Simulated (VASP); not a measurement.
An input for Quantum ESPRESSO's pw.x (written as the equivalent of a VASP run, and not itself run):

```
&CONTROL
  calculation = 'vc-relax'
  pseudo_dir = './pseudo'
  outdir = './out'
  tprnfor = .true.
  tstress = .true.
  nstep = 60
  forc_conv_thr = 0.00039
/
&SYSTEM
  ibrav = 0
  nat = 2
  ntyp = 2
  ecutwfc = 88
  occupations = 'smearing'
  smearing = 'gaussian'
  degauss = 0.003675
  input_dft = 'vdw-df2-b86r'
/
&ELECTRONS
  conv_thr = 7.3e-08
  electron_maxstep = 100
/
&IONS
/
&CELL
/
ATOMIC_SPECIES
  Na 22.990 Na.upf
  Cl 35.450 Cl.upf
CELL_PARAMETERS angstrom
     0.0000000    2.8200000    2.8200000
     2.8200000    0.0000000    2.8200000
     2.8200000    2.8200000    0.0000000
ATOMIC_POSITIONS crystal
  Na   0.0000000  0.0000000  0.0000000
  Cl   0.5000000  0.5000000  0.5000000
K_POINTS automatic
  7 7 7 0 0 0
```

Task: Write the VASP files for the same calculation (rev-vdW-DF2).

Result: One answer among several that fit: 
POSCAR:
```
NaCl
1
    0.0000000000     2.8200000000     2.8200000000
    2.8200000000     0.0000000000     2.8200000000
    2.8200000000     2.8200000000     0.0000000000
Na Cl
1 1
Direct
  0.0000000000   0.0000000000   0.0000000000
  0.5000000000   0.5000000000   0.5000000000
```

INCAR:
```
SYSTEM = NaCl
PREC = Accurate
ENCUT = 520
EDIFF = 1E-6
NELM = 100
ALGO = Normal
LREAL = .FALSE.
LASPH = .TRUE.
ISMEAR = 0
SIGMA = 0.05
GGA = MK
PARAM1 = 0.1234568
PARAM2 = 0.7114
ZAB_VDW = -1.8867
LUSE_VDW = .TRUE.
AGGAC = 0.0
LWAVE = .FALSE.
LCHARG = .FALSE.
IBRION = 2
ISIF = 3
NSW = 60
EDIFFG = -0.01
```

### KPOINTS
```
Automatic mesh
0
Gamma
7 7 7
0 0 0
```

POTCAR, in this order: Na_pv Cl (PBE.64 set). Program: vasp_std.

The two are equivalent in intent, not identical: the potentials are each code's own (VASP's PAW set, PseudoDojo norm-conserving files in pw.x), so ENCUT and ecutwfc are chosen apart and not converted; conv_thr bounds pw.x's estimated SCF error, while EDIFF bounds the energy change between steps; forc_conv_thr acts on force components and is met together with etot_conv_thr.

The compound is NaCl in the rock salt structure. This run relaxes it. Symmetry was kept, so distortions that lower it aren't found.
